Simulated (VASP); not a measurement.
An input for Quantum ESPRESSO's pw.x (written as the equivalent of a VASP run, and not itself run):

```
&CONTROL
  calculation = 'vc-relax'
  pseudo_dir = './pseudo'
  outdir = './out'
  tprnfor = .true.
  tstress = .true.
  nstep = 60
  forc_conv_thr = 0.00078
/
&SYSTEM
  ibrav = 0
  nat = 4
  ntyp = 3
  ecutwfc = 86
  occupations = 'smearing'
  smearing = 'gaussian'
  degauss = 0.003675
  input_dft = 'pz'
/
&ELECTRONS
  conv_thr = 7.3e-08
  electron_maxstep = 100
/
&IONS
/
&CELL
/
ATOMIC_SPECIES
  Sn 118.710 Sn.upf
  Pb 207.200 Pb.upf
  Se 78.971 Se.upf
CELL_PARAMETERS angstrom
     2.1097188    1.2180472    6.8912662
    -2.1097188    1.2180472    6.8912662
     0.0000000   -2.4360934    6.8912662
ATOMIC_POSITIONS crystal
  Sn   0.5000000  0.5000000  0.5000000
  Pb   0.0000000  0.0000000  0.0000000
  Se   0.7525474  0.7525474  0.7525474
  Se   0.2474526  0.2474526  0.2474526
K_POINTS automatic
  6 6 6 0 0 0
```

Translate this input to VASP (INCAR, KPOINTS, POSCAR, choice of POTCAR).

Several could match; the one computed here: 
INCAR:
```
! general
SYSTEM   =  SnPbSe2
PREC     =  Accurate
ENCUT    =  400   ! plane-wave cut-off (eV)
LREAL    =  .False.
LASPH    =  .True.

! electronic loop
EDIFF    =  1E-6
NELM     =  100
ALGO     =  Normal   ! blocked Davidson
LMAXMIX  =  4

! smearing
ISMEAR   =  0   ! Gaussian
SIGMA    =  0.05   ! width (eV)

! ions
IBRION   =  2   ! conjugate gradients
NSW      =  60   ! most ionic steps
ISIF     =  3   ! ions, shape and volume
EDIFFG   =  -0.02   ! ionic stop

! output
LWAVE    =  .False.
LCHARG   =  .False.
```

**POSCAR**
```
SnPbSe2
1.0
  2.1097187903   1.2180471772   6.8912661733
 -2.1097187903   1.2180471772   6.8912661733
  0.0000000000  -2.4360933983   6.8912661772
Sn Pb Se
1 1 2
direct
  0.5000000000   0.5000000000   0.5000000000
  0.0000000000   0.0000000000   0.0000000000
  0.7525473594   0.7525473594   0.7525473594
  0.2474526406   0.2474526406   0.2474526406
```

KPOINTS:
```
Automatic mesh
0
Gamma
6 6 6
0 0 0
```

POTCAR, in this order: Sn_d Pb_d Se (LDA.64 set). Program: vasp_std.

Limits of the translation: the potentials are each code's own (VASP's PAW set, PseudoDojo norm-conserving files in pw.x), so ENCUT and ecutwfc are chosen apart and not converted; conv_thr bounds pw.x's estimated SCF error, while EDIFF bounds the energy change between steps; forc_conv_thr acts on force components and is met together with etot_conv_thr.

The structure comes from a computed database's SnPbSe2 entry (R-3m); how it stands against other phases isn't given here. This run relaxes it. Symmetry was kept, so distortions that lower it aren't found. The start is the result of an earlier pass.
